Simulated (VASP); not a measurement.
Computed with optB86b-vdW, VASP's PBE PAW potentials (set 64) (plane waves; VASP).

Input for VASP

File POSCAR:
```
CsPbBr3
1.0
  5.7867474300   0.0000000000   0.0000000000
  0.0000000000   5.7867474300   0.0000000000
  0.0000000000   0.0000000000   5.7867474300
Cs Pb Br
1 1 3
direct
  0.0000000000   0.0000000000   0.0000000000
  0.5000000000   0.5000000000   0.5000000000
  0.5000000000   0.0000000000   0.5000000000
  0.0000000000   0.5000000000   0.5000000000
  0.5000000000   0.5000000000   0.0000000000
```

INCAR:
```
SYSTEM = CsPbBr3
PREC = Accurate
ENCUT = 520
EDIFF = 1E-7
NELM = 100
ALGO = Normal
LREAL = .FALSE.
LASPH = .TRUE.
ISMEAR = 0
SIGMA = 0.05
GGA = MK
PARAM1 = 0.1234
PARAM2 = 1.0
LUSE_VDW = .TRUE.
AGGAC = 0.0
LMAXMIX = 4
LWAVE = .FALSE.
LCHARG = .FALSE.
ISIF = 2
```

**KPOINTS**
```
Automatic mesh
0
Gamma
4 4 4
0 0 0
```

POTCAR, in this order: Cs_sv Pb_d Br (PBE.64 set). Program: vasp_std.

Output of the run:

### OSZICAR
```
       N       E                     dE             d eps       ncg     rms          rms(c)
DAV:   1     0.413375541785E+03    0.41338E+03   -0.18928E+04   520   0.152E+03
DAV:   2     0.421984608970E+02   -0.37118E+03   -0.36351E+03   640   0.338E+02
DAV:   3    -0.346383091881E+01   -0.45662E+02   -0.45173E+02   614   0.125E+02
DAV:   4    -0.517849647114E+01   -0.17147E+01   -0.16919E+01   648   0.312E+01
DAV:   5    -0.523830125953E+01   -0.59805E-01   -0.59723E-01   660   0.480E+00    0.444E+00
DAV:   6    -0.476883668744E+01    0.46946E+00   -0.90690E-01   752   0.983E+00    0.259E+00
DAV:   7    -0.473276898849E+01    0.36068E-01   -0.50187E-01   786   0.432E+00    0.950E-01
DAV:   8    -0.474010073754E+01   -0.73317E-02   -0.62026E-02   686   0.223E+00    0.194E-01
DAV:   9    -0.474013681189E+01   -0.36074E-04   -0.97854E-03   740   0.843E-01    0.102E-01
DAV:  10    -0.474041376586E+01   -0.27695E-03   -0.92685E-04   596   0.201E-01    0.373E-02
DAV:  11    -0.474047179771E+01   -0.58032E-04   -0.14171E-04   708   0.108E-01    0.806E-03
DAV:  12    -0.474047387135E+01   -0.20736E-05   -0.18069E-05   770   0.453E-02    0.588E-03
DAV:  13    -0.474047345595E+01    0.41541E-06   -0.21275E-06   726   0.144E-02    0.270E-03
DAV:  14    -0.474047352967E+01   -0.73725E-07   -0.48988E-07   566   0.504E-03
   1 F= -.47404735E+01 E0= -.47404735E+01  d E =-.157978E-13
```

### OUTCAR
```
------------------------ aborting loop because EDIFF is reached ----------------------------------------
  FORCE on cell =-STRESS in cart. coord.  units (eV):
  Direction    XX          YY          ZZ          XY          YZ          ZX
  --------------------------------------------------------------------------------------
  Total        1.9137089      1.9137089      1.9137089      0.0000000      0.0000000     -0.0000000
  in kB       15.8227831     15.8227831     15.8227831      0.0000000      0.0000000     -0.0000000
  external PRESSURE =      15.8227831 kB  Pullay stress =       0.0000000 kB
  volume of cell :      193.78
      direct lattice vectors                 reciprocal lattice vectors
     5.786747430  0.000000000  0.000000000     0.172808648  0.000000000  0.000000000
     0.000000000  5.786747430  0.000000000     0.000000000  0.172808648  0.000000000
     0.000000000  0.000000000  5.786747430     0.000000000  0.000000000  0.172808648
 POSITION                                       TOTAL-FORCE (eV/Angst)
 -----------------------------------------------------------------------------------
      0.00000      0.00000      0.00000         0.000000      0.000000      0.000000
      2.89337      2.89337      2.89337         0.000000      0.000000      0.000000
      2.89337      0.00000      2.89337         0.000000      0.000000      0.000000
      0.00000      2.89337      2.89337         0.000000      0.000000      0.000000
      2.89337      2.89337      0.00000         0.000000      0.000000      0.000000
 -----------------------------------------------------------------------------------
    total drift:                                0.000000     -0.000000     -0.000000
  FREE ENERGIE OF THE ION-ELECTRON SYSTEM (eV)
  ---------------------------------------------------
  free  energy   TOTEN  =        -4.7404735297 eV

  energy  without entropy=       -4.7404735297  energy(sigma->0) =       -4.74047353
```
(Selected blocks of OUTCAR.)

The compound is CsPbBr3 in the cubic perovskite structure, the ideal cubic form; the compound distorts at low or room temperature. This cell is one point of a volume scan, at 0.94 of the reference volume.
